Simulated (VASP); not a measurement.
Runs of VASP 6.6.1 on Rh. The structure is cubic, space group Fm-3m (No. 225). The conventional cell has a = 3.830 Å, b = 3.830 Å, c = 3.830 Å, α = 90.00°, β = 90.00°, γ = 90.00°. Rh (site symmetry m-3m) has 12 Rh at 2.71 Å as nearest neighbours. 

| task | level | potentials or basis | cell | k mesh | cutoff (eV) | grid for exact exchange (PRECFOCK) | exchange at q = 0 | screening parameter | gap on the mesh (eV) | pressure (GPa) |
| --- | --- | --- | --- | --- | --- | --- | --- | --- | --- | --- |
| single point | r2SCAN | VASP PAW PBE potentials, release 64 (Rh_pv) | Fm-3m, 14.04 Å³/atom | 20 × 20 × 20 | 450 | - | - | - | none | -5.3 |
| single point | LDA | VASP PAW LDA potentials, release 64 (Rh_pv) | Fm-3m, 14.04 Å³/atom | 20 × 20 × 20 | 450 | - | - | - | none | (b) |
| single point | PBE | VASP PAW PBE potentials, release 64 (Rh_pv) | Fm-3m, 14.04 Å³/atom | 20 × 20 × 20 | 300 | - | - | - | none | -0.4 |
| relaxation of cell and atoms | PBE | VASP PAW PBE potentials, release 64 (Rh_pv) | relaxed | 20 × 20 × 20 | 600 | - | - | - | none | 0.0 |
| single point | PBEsol | VASP PAW PBE potentials, release 64 (Rh_pv) | Fm-3m, 14.04 Å³/atom | 20 × 20 × 20 | 600 | - | - | - | none | -10.7 |
| single point | PBEsol | VASP PAW PBE potentials, release 64 (Rh_pv) | Fm-3m, 14.04 Å³/atom | 20 × 20 × 20 | 450 | - | - | - | none | -10.7 |
| single point | PBE0 | VASP PAW PBE potentials, release 64 (Rh_pv) | Fm-3m, 14.04 Å³/atom | 11 × 11 × 11 | 450 | Fast | truncated | - | none | (a) |
| single point | PBE | VASP PAW PBE potentials, release 64 (Rh_pv) | Fm-3m, 14.04 Å³/atom | 20 × 20 × 20 | 450 | - | - | - | none | -0.1 |
| single point | HSE06 | VASP PAW PBE potentials, release 64 (Rh_pv) | Fm-3m, 14.04 Å³/atom | 11 × 11 × 11 | 450 | Fast | - | 0.2 1/A | none | -9.8 |
| single point | PBE | VASP PAW PBE potentials, release 64 (Rh_pv) | Fm-3m, 14.04 Å³/atom | 20 × 20 × 20 | 600 | - | - | - | none | -0.1 |
| single point | PBEsol | VASP PAW PBE potentials, release 64 (Rh_pv) | Fm-3m, 14.04 Å³/atom | 20 × 20 × 20 | 300 | - | - | - | none | -11.0 |

Alike in all rows: no spin polarisation; smearing methfessel-paxton 0.1 eV.

**Question.** Fill in the values left out.

**Answer.** (a) -10.0; (b) -15.8.

Caveats: the PAW data sets were made with another functional, which shifts forces and pressure a little (some runs); the cutoff is under 1.25 times the usual one of these potentials, so pressure, stress and relaxed cells hold a basis-set (Pulay) error (some runs); so large a pressure means that the cell lies far from this level's equilibrium, or that cutoff or potentials fall short (some runs).

A k mesh can miss the band edges, and the runs leave out spin-orbit coupling on Rh.

A gap of «none» marks a metal or a gap under the smearing width.
